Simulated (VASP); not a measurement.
**Mo under biaxial strain in the (110) plane**

Wanted: the elastic response of Mo to biaxial strain in the (110) plane, with a fit that predicts a row left out.

Main program and level: VASP 6.6.1; r2SCAN; plane waves and PAW (Mo_sv), in the first sound run; inputs show where later runs differ.

**1. The starting structure**

The structure is cubic, space group Im-3m (No. 229). The conventional cell has a = 3.150 Å, b = 3.150 Å, c = 3.150 Å, α = 90.00°, β = 90.00°, γ = 90.00°. Nearest to Mo lie 8 Mo at 2.73 Å.

**2. Relax the crystal, r2SCAN**

The series starts from the cell that this level prefers, so that zero strain is near zero stress.

Level: r2SCAN; plane waves and PAW (Mo_sv).

INCAR reads:

```
SYSTEM = Mo
PREC = Accurate
ENCUT = 450
EDIFF = 1E-07
NELM = 120
ISMEAR = 1
SIGMA = 0.15
LREAL = .FALSE.
ALGO = Normal
METAGGA = R2SCAN
LASPH = .TRUE.
NBANDS = 13
LORBIT = 11
LWAVE = .FALSE.
LCHARG = .FALSE.
KPAR = 8
IBRION = 2
NSW = 40
ISIF = 3
EDIFFG = -0.005
POTIM = 0.4
```

POSCAR reads:

```
Mo
1.0
   -1.5750000000      1.5750000000      1.5750000000
    1.5750000000     -1.5750000000      1.5750000000
    1.5750000000      1.5750000000     -1.5750000000
Mo
1
Direct
    0.0000000000      0.0000000000      0.0000000000
```

KPOINTS reads:

```
Automatic mesh
0
Gamma
26 26 26
0 0 0
```

Potentials, in the order of the species: Mo_sv (PBE family, release 64).

The run is started by

```sh
mpirun -np 8 vasp_std
```

What it wrote:

```text
[banner, memory and clock lines left out]
running    8 mpi-ranks, on    1 nodes
[...]
|                                                                             |
|           W    W    AA    RRRRR   N    N  II  N    N   GGGG   !!!           |
|           W    W   A  A   R    R  NN   N  II  NN   N  G    G  !!!           |
|           W    W  A    A  R    R  N N  N  II  N N  N  G       !!!           |
|           W WW W  AAAAAA  RRRRR   N  N N  II  N  N N  G  GGG   !            |
|           WW  WW  A    A  R   R   N   NN  II  N   NN  G    G                |
|           W    W  A    A  R    R  N    N  II  N    N   GGGG   !!!           |
|                                                                             |
|     For optimal performance we recommend to set                             |
|       NCORE = 2 up to number-of-cores-per-socket                            |
|     NCORE specifies how many cores store one orbital (NPAR=cpu/NCORE).      |
|     This setting can greatly improve the performance of VASP for DFT.       |
[...]
DAV:   6    -0.260786801176E+02   -0.85495E-06   -0.29620E-07 13796   0.528E-03    0.401E-04
DAV:   7    -0.260786801403E+02   -0.22677E-07   -0.53583E-09  7083   0.939E-04
   2 F= -.26078680E+02 E0= -.26079063E+02  d E =0.851271E-03
 trial-energy change:    0.000851  1 .order    0.000829   -0.001463    0.003122
 step:   0.3129(harm=  0.3191)  dis= 0.00000  next Energy=   -26.079760 (dE=-0.228E-03)
[...]
N       E                     dE             d eps       ncg     rms          rms(c)
DAV:   1    -0.260928066497E+02   -0.14127E-01   -0.28752E-01 13421   0.722E+00    0.123E+00
DAV:   2    -0.260806620977E+02    0.12145E-01   -0.17077E-02 13351   0.169E+00    0.231E-01
DAV:   3    -0.260796317086E+02    0.10304E-02   -0.32569E-03 13896   0.709E-01    0.188E-01
DAV:   4    -0.260797542382E+02   -0.12253E-03   -0.51811E-05 13872   0.790E-02    0.138E-02
DAV:   5    -0.260797567856E+02   -0.25473E-05   -0.26225E-06 15086   0.197E-02    0.247E-03
DAV:   6    -0.260797563110E+02    0.47454E-06   -0.14841E-07 11031   0.405E-03    0.440E-04
DAV:   7    -0.260797563410E+02   -0.29977E-07   -0.71646E-09  6898   0.107E-03
   3 F= -.26079756E+02 E0= -.26080134E+02  d E =-.224930E-03
[...]
reached required accuracy - stopping structural energy minimisation
```

Wall time 52 s (8 MPI ranks of Intel Xeon 6975P-C (Granite Rapids), shared host); peak memory 1.5 GiB; 5.4 min of CPU time.

Lines that name or quote the potential files are left out of all logs, and their timing lines are given in words.

Parts of OUTCAR (step 2):

```text
  Total        0.0009270      0.0009270      0.0009270      0.0000000      0.0000000      0.0000000
  in kB        0.0946497      0.0946497      0.0946497      0.0000000      0.0000000      0.0000000
  external PRESSURE =       0.0946497 kB  Pullay stress =       0.0000000 kB

 POSITION                                       TOTAL-FORCE (eV/Angst)
 -----------------------------------------------------------------------------------
      0.00000      0.00000     -0.00000        -0.000000      0.000000      0.000000
 -----------------------------------------------------------------------------------
    total drift:                                0.000000     -0.000000      0.000000

  FREE ENERGIE OF THE ION-ELECTRON SYSTEM (eV)
  ---------------------------------------------------
  free  energy   TOTEN  =       -26.0797563410 eV

  energy  without entropy=      -26.0808903493  energy(sigma->0) =      -26.08013434

 reached required accuracy - stopping structural energy minimisation

[... 3 further parts left out ...]
[key lines of the parts left out:]
E-fermi :  12.4758
```

Numbers from this step:

| Quantity | Value |
| --- | --- |
| energy(sigma→0) of the program | -26.0801 eV |
| stress, compression positive | 0.01 along [110], 0.01 across it (mean), GPa |
| volume | 15.692 Å³ |
| ionic steps | 3 |

**3. Strain along the normal, r2SCAN**

One member in full: the plane is strained by -2 %, and the strain along the normal is moved by secant steps until the normal stress is under 0.012 GPa or five steps are spent; the atoms relax at each step.

This step took 4 runs, each at a new trial strain with the atoms of the one before; the last is shown.

Level: r2SCAN; plane waves and PAW (Mo_sv).

INCAR, as its differences from that of step 2:

```diff
@@ -15,7 +15,7 @@
 LCHARG = .FALSE.
-KPAR = 8
-IBRION = 2
-NSW = 40
-ISIF = 3
-EDIFFG = -0.005
-POTIM = 0.4
+KPAR = 2
+IBRION = 1
+NSW = 25
+ISIF = 2
+EDIFFG = -0.004
+POTIM = 0.3
```

POSCAR reads:

```
Mo
1.0
   -1.5455955090      1.5455955090      1.5455955090
    1.5455955090     -1.5455955090      1.5455955090
    1.6049780750      1.6049780750     -1.5455955090
Mo
1
Direct
    0.0000000000      0.0000000000      0.0000000000
```

KPOINTS is that of step 2.

The run is started by

```sh
mpirun -np 2 vasp_std
```

What it wrote:

```text
[banner, memory and clock lines left out]
running    2 mpi-ranks, on    1 nodes
[...]
[... a notice as in an earlier step ...]

 LDA part: xc-table for (None), standard interpolation
 POSCAR, INCAR and KPOINTS ok, starting setup
[...]
entering main loop
       N       E                     dE             d eps       ncg     rms          rms(c)
DAV:   1     0.648925640050E+02    0.64893E+02   -0.76145E+03 65278   0.102E+03
DAV:   2    -0.313104659378E+02   -0.96203E+02   -0.92643E+02 74261   0.300E+02
DAV:   3    -0.323651689730E+02   -0.10547E+01   -0.10521E+01 71586   0.315E+01
DAV:   4    -0.323676096006E+02   -0.24406E-02   -0.24406E-02 73061   0.184E+00
[...]
DAV:  11    -0.260596612449E+02    0.27896E-04   -0.31306E-05 67631   0.672E-02    0.568E-03
DAV:  12    -0.260596615654E+02   -0.32049E-06   -0.19720E-07 71995   0.486E-03    0.348E-03
DAV:  13    -0.260596616245E+02   -0.59086E-07   -0.14902E-08 37598   0.157E-03
   1 F= -.26059662E+02 E0= -.26059748E+02  d E =-.260597E+02
 BRION: g(F)=  0.154E-61 g(S)=  0.000E+00
 reached required accuracy - stopping structural energy minimisation
```

Run time: 5.9 min. Hardware: 2 MPI ranks; peak memory 0.88 GiB.

From OUTCAR (step 3):

```text
  Total        0.4326599      0.4326599      1.1031007     -0.4326485      0.0000000      0.0000000
  in kB       45.1997878     45.1997878    115.2404538    -45.1985967      0.0000000      0.0000000
  external PRESSURE =      68.5466765 kB  Pullay stress =       0.0000000 kB

 POSITION                                       TOTAL-FORCE (eV/Angst)
 -----------------------------------------------------------------------------------
      0.00000      0.00000      0.00000        -0.000000     -0.000000      0.000000
 -----------------------------------------------------------------------------------
    total drift:                                0.000000     -0.000000      0.000000

  FREE ENERGIE OF THE ION-ELECTRON SYSTEM (eV)
  ---------------------------------------------------
  free  energy   TOTEN  =       -26.0596616245 eV

  energy  without entropy=      -26.0599193363  energy(sigma->0) =      -26.05974753

[... 1 part as in an earlier step ...]

[... 3 further parts left out ...]
[key lines of the parts left out:]
E-fermi :  12.8651
```

This run gave:

| Quantity | Value |
| --- | --- |
| energy(sigma→0) of the program | -26.0597 eV |
| stress, compression positive | 0.00 along [110], 10.28 across it (mean), GPa |
| ionic steps | 1 |

**4. The table**

The other members went through these steps as far as the tables show, with the same cutoff and, step by step, the same mesh; 27 runs are not shown. The session took 5.5 core hours (wall time by ranks) on a shared machine.

| in-plane strain (%) | strain along the normal (%) | mean of the two in-plane stresses, tension positive (GPa) | energy above the unstrained row, extrapolated to no smearing (meV/atom) |
| --- | --- | --- | --- |
| -2.000 | 1.765 | -10.282 | 20.481 |
| -1.500 | 1.307 | -7.591 | 11.589 |
| -1.000 | 0.856 | -5.007 | 5.220 |
| -0.500 | 0.424 | -2.472 | 1.366 |
| 0 | 0.005 | -0.014 | 0.000 |
| 0.500 | -0.416 | 2.319 | 1.045 |
| 1.000 | -0.846 | 4.498 | 4.354 |
| 1.500 | -1.282 | ? | ? |
| 2.000 | -1.721 | 8.424 | 17.047 |

**5. A fit to the known rows**

A least-squares parabola through the 8 rows shown, with e the strain in %: stress = − 0.2278 e² + 4.698 e − 0.02156 (GPa), r.m.s. residual 0.042 GPa.

At e = 1.5 this predicts 6.513 GPa.

**6. Prediction against calculation**

The calculation gives 6.531 GPa, so the prediction is 0.018 GPa too low, within twice the residual of the fit.

Slopes at zero strain, from cubics through all rows: strain ratio -0.845, stress over strain 477 GPa.

**7. Outcome**

* error of the predicted stress: -0.018 GPa
* ratio of normal to in-plane strain: -0.845
* biaxial modulus: 477 GPa

As a check, the curvature of the energy gives 490 GPa for the same modulus (energy per volume = M × strain²), 3 % from the slope of the stress; these energies are extrapolated to no smearing, while the stress belongs to the free energy, so part of the difference may come from that. The energy also has a linear term worth 0.15 GPa that the stress column lacks, a mark of the finite basis or of the smearing. These are static values: temperature and zero-point motion are left out. In a metal the slopes also depend on mesh and smearing, which were held through the series.

[Lines on the potential files, build, host, timing and source positions are cut from VASP's logs without a mark.]

[Logs are printed without paths, hosts, clocks, repeated set-up lines and the standing remarks that a program may print on its own settings, such as how far it seeks lower states.]

[Hosts, paths, dates, database ids (printed as entryN), source tags and the programs' standing remarks are cut or masked in the printed files.]

[In band tables of VASP the shares of atoms and orbitals are scaled to a sum of 1 inside the atoms' spheres.]
